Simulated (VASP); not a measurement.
Calculation: revTPSS meta-GGA, VASP's PBE PAW potentials (set 64) (plane waves; VASP).

Input for VASP

### POSCAR
```
Sr
1
   -0.0000000000     3.0004905489     3.0004905489
    3.0004905489    -0.0000000000     3.0004905489
    3.0004905489     3.0004905489     0.0000000000
Sr
1
Direct
  0.0000000000   0.0000000000   0.0000000000
```

**KPOINTS**
```
Automatic mesh
0
G
 7 7 7
0 0 0
```

**INCAR**
```
! general
SYSTEM =Sr
PREC   =Accurate
ENCUT  =520
LREAL  =.FALSE.
LASPH  =.TRUE.   ! aspherical one-centre terms

! electronic loop
EDIFF  =1E-6   ! SCF stop (eV)
NELM   =100   ! most electronic steps
ALGO   =Normal   ! blocked Davidson
LMAXMIX=4
LMIXTAU=.TRUE.

! smearing
ISMEAR =0
SIGMA  =0.05   ! width (eV)

! functional
METAGGA=RTPSS

! ions
IBRION =2   ! conjugate gradients
NSW    =60   ! most ionic steps
ISIF   =3
EDIFFG =-0.01

! output
LWAVE  =.FALSE.
LCHARG =.FALSE.
```

POTCAR, in this order: Sr_sv (PBE.64 set). Program: vasp_std.

Q: Predict the energy per atom (σ→0), volume per atom.

A: 
| Quantity | Result |
|---|---|
| energy per atom (σ→0) | 7.968 eV/atom |
| volume per atom | 54.29 Å³/atom |

**OSZICAR**
```
...
DAV:   4     0.796620634220E+01   -0.12739E-03   -0.81463E-05   431   0.797E-02    0.375E-02
DAV:   5     0.796620645083E+01    0.10864E-06   -0.28656E-05   363   0.677E-02    0.158E-02
DAV:   6     0.796618355535E+01   -0.22895E-04   -0.43879E-05   364   0.701E-02    0.157E-02
DAV:   7     0.796617272060E+01   -0.10835E-04   -0.19539E-05   363   0.541E-02    0.991E-03
DAV:   8     0.796616863162E+01   -0.40890E-05   -0.72374E-07   244   0.914E-03    0.617E-03
DAV:   9     0.796616540939E+01   -0.32222E-05   -0.91285E-06   621   0.263E-02    0.678E-03
DAV:  10     0.796616513028E+01   -0.27911E-06   -0.59244E-07   193   0.871E-03
   4 F= 0.79661651E+01 E0= 0.79682707E+01  d E =-.295195E-04
```

The compound is Sr in the fcc structure. This run relaxes it. Symmetry was kept, so distortions that lower it aren't found. The start is the result of an earlier pass.
